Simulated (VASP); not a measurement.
Given:

```
CELL_PARAMETERS angstrom
      2.87161     0.00000     0.00000
      0.00000     2.87161     0.00000
      0.00000     0.00000     4.13226
ATOMIC_POSITIONS crystal
  Ti 0.00000 0.00000 0.00000
  Al 0.50000 0.50000 0.50000
```

These are r2SCAN meta-GGA, VASP's PBE PAW potentials (set 64) (plane waves; VASP) values and carry that method's errors. Settings: 520 eV cut-off, 13×13×9 Γ-centred mesh, first-order Methfessel-Paxton smearing of 0.10 eV, potentials Ti_sv Al.

Task: Predict the energy per atom (σ→0), pressure, band gap (on the k-mesh) with the smallest direct gap where there is one.

Result: 
```json
{
  "band gap (on the k-mesh)": "none (metal, semimetal or under 0.01 eV)",
  "energy per atom (σ→0)": "-10.275 eV/atom",
  "pressure": "-6.35 GPa"
}
```

Total energies compare only between runs with the same potentials, cut-off and functional.

The compound is TiAl in the L1_0 structure. This cell is one point of a volume scan, at 1.06 of the reference volume. The electron count is odd and the run is not spin-polarised, which forces a metal.
